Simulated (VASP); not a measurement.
Input of a VASP 6.6.1 run:

The input INCAR:

```
PREC = Accurate ; ENCUT = 520
EDIFF = 1E-7 ; ISMEAR = -1
SIGMA = 0.05 ; LREAL = False
LASPH = True ; NELM = 100
ALGO = Normal ; ISIF = 2
LWAVE = False ; LCHARG = False
GGA = PE ; NBANDS = 12
```

KPOINTS

```
Automatic mesh
0
Gamma
  8 8 6
```

Contents of POSCAR:

```
LiAl2
1.0
    3.4497100000      0.0000000000      0.0000000000
    0.0000000000      3.4497100000      0.0000000000
    0.0000000000      0.0000000000      4.9294700000
Li Al
1 2
Direct
    0.0000000000      0.0000000000      0.0000000000
    0.5000000000      0.5000000000      0.0000000000
    0.0000000000      0.0000000000      0.5000000000
```

Potentials or basis: VASP PAW PBE potentials, release 64 (Li_sv, Al).

Launch:

```sh
$ cat potpaw_PBE.64/Li_sv/POTCAR potpaw_PBE.64/Al/POTCAR > POTCAR
$ mpirun -np 1 vasp_std > vasp.out
```

(1) What does it give for the band gap on the k mesh?

Answers

(1) none (metal or under the smearing width).
